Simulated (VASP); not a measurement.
Computed with MS2 meta-GGA, VASP's PBE PAW potentials (set 64) (plane waves; VASP).

VASP ran on this input.

INCAR:
```
ALGO=Normal
EDIFF=1E-6
EDIFFG=-0.01
ENCUT=520
IBRION=2
ISIF=3
ISMEAR=0
LASPH=.True.
LCHARG=.False.
LMIXTAU=.True.
LREAL=.False.
LWAVE=.False.
METAGGA=MS2
NELM=100
NSW=60
PREC=Accurate
SIGMA=0.05
SYSTEM=LiCl
```

### KPOINTS
```
K-points
0
gamma
8 8 8
0 0 0
```

### POSCAR
```
LiCl
1
    0.0000000000     2.5700000000     2.5700000000
    2.5700000000     0.0000000000     2.5700000000
    2.5700000000     2.5700000000     0.0000000000
Li Cl
1 1
Direct
  0.0000000000   0.0000000000   0.0000000000
  0.5000000000   0.5000000000   0.5000000000
```

POTCAR, in this order: Li_sv Cl (PBE.64 set). Program: vasp_std.

Output

### OSZICAR
```
       N       E                     dE             d eps       ncg     rms          rms(c)
DAV:   1     0.329370816798E+02    0.32937E+02   -0.40617E+03   522   0.970E+02
DAV:   2    -0.157817349144E+02   -0.48719E+02   -0.47123E+02   713   0.158E+02
DAV:   3    -0.177243095061E+02   -0.19426E+01   -0.19411E+01   625   0.384E+01
DAV:   4    -0.177708417752E+02   -0.46532E-01   -0.46465E-01   816   0.541E+00
DAV:   5    -0.177711564824E+02   -0.31471E-03   -0.31470E-03   677   0.441E-01    0.323E+00
DAV:   6    -0.122232645001E+02    0.55479E+01   -0.14884E+00   522   0.156E+01    0.181E+00
DAV:   7    -0.134660646971E+02   -0.12428E+01   -0.70897E-01   522   0.870E+00    0.157E+00
DAV:   8    -0.133025444337E+02    0.16352E+00   -0.18973E-01   523   0.513E+00    0.114E+00
DAV:   9    -0.134961324293E+02   -0.19359E+00   -0.26390E-01   522   0.653E+00    0.397E-01
DAV:  10    -0.133171116942E+02    0.17902E+00   -0.30772E-01   522   0.709E+00    0.315E-01
DAV:  11    -0.133177812963E+02   -0.66960E-03   -0.19160E-03   718   0.466E-01    0.180E-01
DAV:  12    -0.133096280185E+02    0.81533E-02   -0.60534E-03   522   0.105E+00    0.196E-01
DAV:  13    -0.133174065264E+02   -0.77785E-02   -0.88171E-03   522   0.129E+00    0.612E-02
DAV:  14    -0.133181209366E+02   -0.71441E-03   -0.54169E-04   530   0.272E-01    0.235E-02
DAV:  15    -0.133181016345E+02    0.19302E-04   -0.11145E-05   658   0.377E-02    0.204E-02
DAV:  16    -0.133181344016E+02   -0.32767E-04   -0.18709E-05   528   0.572E-02    0.173E-02
DAV:  17    -0.133181375405E+02   -0.31389E-05   -0.38135E-06   541   0.238E-02    0.157E-02
DAV:  18    -0.133181438384E+02   -0.62979E-05   -0.99209E-07   594   0.136E-02    0.981E-03
DAV:  19    -0.133181442187E+02   -0.38022E-06   -0.39891E-07   527   0.913E-03
   1 F= -.13318144E+02 E0= -.13318144E+02  d E =-.133181E+02
       N       E                     dE             d eps       ncg     rms          rms(c)
DAV:   1    -0.133358253849E+02   -0.17682E-01   -0.53760E-01   523   0.586E+00    0.109E+00
DAV:   2    -0.133237214037E+02    0.12104E-01   -0.59971E-02   537   0.222E+00    0.391E-01
DAV:   3    -0.133219204466E+02    0.18010E-02   -0.13137E-02   529   0.103E+00    0.254E-01
DAV:   4    -0.133211015736E+02    0.81887E-03   -0.60517E-03   522   0.925E-01    0.132E-01
DAV:   5    -0.133208683314E+02    0.23324E-03   -0.75289E-03   522   0.108E+00    0.279E-02
DAV:   6    -0.133233868410E+02   -0.25185E-02   -0.21147E-03   522   0.555E-01    0.130E-02
DAV:   7    -0.133233932311E+02   -0.63901E-05   -0.41202E-05   547   0.896E-02    0.674E-03
DAV:   8    -0.133233992327E+02   -0.60016E-05   -0.30724E-06   585   0.252E-02    0.435E-03
DAV:   9    -0.133233985695E+02    0.66320E-06   -0.10327E-06   525   0.145E-02
   2 F= -.13323399E+02 E0= -.13323399E+02  d E =-.525435E-02
       N       E                     dE             d eps       ncg     rms          rms(c)
DAV:   1    -0.133371077858E+02   -0.13709E-01   -0.53972E-01   523   0.590E+00    0.109E+00
DAV:   2    -0.133251560758E+02    0.11952E-01   -0.58915E-02   537   0.223E+00    0.394E-01
DAV:   3    -0.133234174084E+02    0.17387E-02   -0.13315E-02   541   0.103E+00    0.255E-01
DAV:   4    -0.133226028620E+02    0.81455E-03   -0.58910E-03   522   0.921E-01    0.130E-01
DAV:   5    -0.133225162332E+02    0.86629E-04   -0.71977E-03   522   0.106E+00    0.272E-02
DAV:   6    -0.133248372488E+02   -0.23210E-02   -0.19628E-03   522   0.537E-01    0.128E-02
DAV:   7    -0.133248487689E+02   -0.11520E-04   -0.52755E-05   585   0.987E-02    0.699E-03
DAV:   8    -0.133248543999E+02   -0.56310E-05   -0.36962E-06   635   0.269E-02    0.503E-03
DAV:   9    -0.133248566751E+02   -0.22752E-05   -0.21554E-06   522   0.192E-02    0.104E-03
DAV:  10    -0.133248597573E+02   -0.30821E-05   -0.25931E-06   522   0.235E-02    0.517E-04
DAV:  11    -0.133248597552E+02    0.20716E-08   -0.35711E-08   261   0.263E-03
   3 F= -.13324860E+02 E0= -.13324860E+02  d E =-.671554E-02
       N       E                     dE             d eps       ncg     rms          rms(c)
DAV:   1    -0.133251194636E+02   -0.25971E-03   -0.12417E-02   522   0.884E-01    0.162E-01
DAV:   2    -0.133249164720E+02    0.20299E-03   -0.14143E-03   537   0.340E-01    0.589E-02
DAV:   3    -0.133248851073E+02    0.31365E-04   -0.31229E-04   542   0.162E-01    0.364E-02
DAV:   4    -0.133248413466E+02    0.43761E-04   -0.17984E-04   522   0.163E-01    0.186E-02
DAV:   5    -0.133248648080E+02   -0.23461E-04   -0.18571E-04   522   0.171E-01    0.405E-03
DAV:   6    -0.133249099194E+02   -0.45111E-04   -0.36445E-05   522   0.715E-02    0.192E-03
DAV:   7    -0.133249099217E+02   -0.22899E-08   -0.86460E-07   552   0.131E-02
   4 F= -.13324910E+02 E0= -.13324910E+02  d E =-.676570E-02
```

**OUTCAR**
```
------------------------ aborting loop because EDIFF is reached ----------------------------------------
  FORCE on cell =-STRESS in cart. coord.  units (eV):
  Direction    XX          YY          ZZ          XY          YZ          ZX
  --------------------------------------------------------------------------------------
  Total        0.0013081      0.0013081      0.0013081     -0.0000000      0.0000000     -0.0000000
  in kB        0.0644251      0.0644251      0.0644251     -0.0000000      0.0000000     -0.0000000
  external PRESSURE =       0.0644251 kB  Pullay stress =       0.0000000 kB
  volume of cell :       32.53
      direct lattice vectors                 reciprocal lattice vectors
    -0.000000000  2.533728647  2.533728647    -0.197337628  0.197337628  0.197337628
     2.533728647 -0.000000000  2.533728647     0.197337628 -0.197337628  0.197337628
     2.533728647  2.533728647  0.000000000     0.197337628  0.197337628 -0.197337628
  FREE ENERGIE OF THE ION-ELECTRON SYSTEM (eV)
  ---------------------------------------------------
  free  energy   TOTEN  =       -13.3249099217 eV

  energy  without entropy=      -13.3249099217  energy(sigma->0) =      -13.32490992

 reached required accuracy - stopping structural energy minimisation
```
(Selected blocks of OUTCAR.)

### CONTCAR
```
LiCl
   1.00000000000000
    -0.0000000000000000    2.5337286471164537    2.5337286471164537
     2.5337286471164537   -0.0000000000000000    2.5337286471164537
     2.5337286471164537    2.5337286471164537    0.0000000000000000
  Li              Cl
     1     1
Direct
     0.0000000000000000    0.0000000000000000    0.0000000000000000
     0.5000000000000000    0.5000000000000000    0.5000000000000000
```

Energy and stress use the plane-wave basis of the starting cell.

The compound is LiCl in the rock salt structure. This run relaxes it. Symmetry was kept, so distortions that lower it aren't found.
